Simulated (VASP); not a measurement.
A VASP calculation is set up with these files.

**KPOINTS**
```
Automatic
0
Gamma
 4 4 4
```

### POSCAR
```
SiO2
1
    3.9940296374     2.3059536724     2.6290561957
   -3.9940296374     2.3059536724     2.6290561957
    0.0000000000    -4.6119083542     2.6290561999
Si O
3 6
Direct
  0.7153981926   0.2846018074   0.5000000000
  0.5000000000   0.7153981926   0.2846018074
  0.2846018074   0.5000000000   0.7153981926
  0.3087902771   0.6912097229   0.5000000000
  0.5000000000   0.3087902771   0.6912097229
  0.6912097229   0.5000000000   0.3087902771
  0.0000000000   0.3330478152   0.6669521848
  0.6669521848   1.0000000000   0.3330478152
  0.3330478152   0.6669521848   0.0000000000
```

### INCAR
```
! general
SYSTEM  = SiO2
PREC    = Accurate
ENCUT   = 520
LREAL   = .False.
LASPH   = .True.

! electronic loop
EDIFF   = 1E-6
NELM    = 100
ALGO    = Normal
LMIXTAU = .True.

! smearing
ISMEAR  = 0
SIGMA   = 0.05

! functional
METAGGA = R2SCAN

! ions
IBRION  = 2
NSW     = 60
ISIF    = 3
EDIFFG  = -0.02

! output
LWAVE   = .False.
LCHARG  = .False.
```

POTCAR, in this order: Si O (PBE.64 set). Program: vasp_std.

Translate this r2SCAN calculation to Ansatz.

One equivalent input (not run):
Ansatz 0.2 input:
```yaml
crystal:
  lattice:
    - [3.9940296, 2.3059537, 2.6290562]
    - [-3.9940296, 2.3059537, 2.6290562]
    - [0.0000000, -4.6119084, 2.6290562]
  atoms:
    - { symbol: Si, position: [0.7153982, 0.2846018, 0.5000000] }
    - { symbol: Si, position: [0.5000000, 0.7153982, 0.2846018] }
    - { symbol: Si, position: [0.2846018, 0.5000000, 0.7153982] }
    - { symbol: O, position: [0.3087903, 0.6912097, 0.5000000] }
    - { symbol: O, position: [0.5000000, 0.3087903, 0.6912097] }
    - { symbol: O, position: [0.6912097, 0.5000000, 0.3087903] }
    - { symbol: O, position: [0.0000000, 0.3330478, 0.6669522] }
    - { symbol: O, position: [0.6669522, 1.0000000, 0.3330478] }
    - { symbol: O, position: [0.3330478, 0.6669522, 0.0000000] }
kpoints:
  mp_grid: { grid: [4, 4, 4] }
hamiltonian:
  xc: r2scan
  pseudopotentials: { kind: paw }
scf:
  occupations: { method: gaussian, width: 0.05 }
  max_iter: 100
relax:
  max_steps: 60
  f_tol: 0.02
  cell: {}
output: { forces: true, stress: true, eigenvalues: true }
```
The two are equivalent in intent, not identical: each code has its own PAW files, so the cut-off isn't converted (ENCUT is set for VASP's; basis.ecutwfc is left out, and Ansatz then takes the one that its files recommend); Ansatz stops its SCF on the density residual and VASP on the energy change (EDIFF).

The structure comes from a computed database's SiO2 entry (R32); how it stands against other phases isn't given here. This run relaxes it. Symmetry was kept, so distortions that lower it aren't found. The start is the result of an earlier pass.
